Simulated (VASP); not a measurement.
```
CELL_PARAMETERS angstrom
      1.79500    -3.10903     0.00000
      1.79500     3.10903     0.00000
      0.00000     0.00000     5.65000
ATOMIC_POSITIONS crystal
  Dy 0.33333 0.66667 0.25000
  Dy 0.66667 0.33333 0.75000
```

The base run (VASP): PBE GGA, plane waves, VASP's PBE PAW potentials (set 64). Run with 400 eV cut-off, 11×11×6 Γ-centred mesh, first-order Methfessel-Paxton smearing of 0.10 eV, potentials Dy_3.

The 4f electrons are frozen in the core of the lanthanide potential, so 4f levels, which can set the real gap, and their magnetism are missing.

One setting is varied; ΔE counts from the most expensive setting. The base run took about 20 core-seconds. Times come from single runs on busy shared machines, so they are rough: good to a factor of about 2.

Pressures at a finite cut-off, here 400 eV, hold a Pulay part, which wasn't tested here.

```
setting                         cost over the base run  electronic steps  ΔE (meV/atom)  pressure (GPa)
------------------------------  ----------------------  ----------------  -------------  --------------
KPOINTS 2×2×1 Γ-centred mesh                 about 1/6                11         -773.2           -9.30
KPOINTS 4×4×2 Γ-centred mesh                 about 1/4                11           54.1            1.44
KPOINTS 5×5×3 Γ-centred mesh                 about 1/4                12           23.6            0.48
KPOINTS 6×6×3 Γ-centred mesh                 about 1/3                11          -22.7            0.00
KPOINTS 7×7×4 Γ-centred mesh                 about 1/2                11           -1.3            0.69
base run                                     reference                11           -4.5            0.46
KPOINTS 12×12×7 Γ-centred mesh    within a factor of 2                11            1.0            0.46
KPOINTS 17×17×9 Γ-centred mesh           about 2 times                11            0.0            0.46
```

Left out are runs that failed, have no time on record or changed the cell.

The compound is Dy in the hcp structure. The cell was not relaxed at this level.
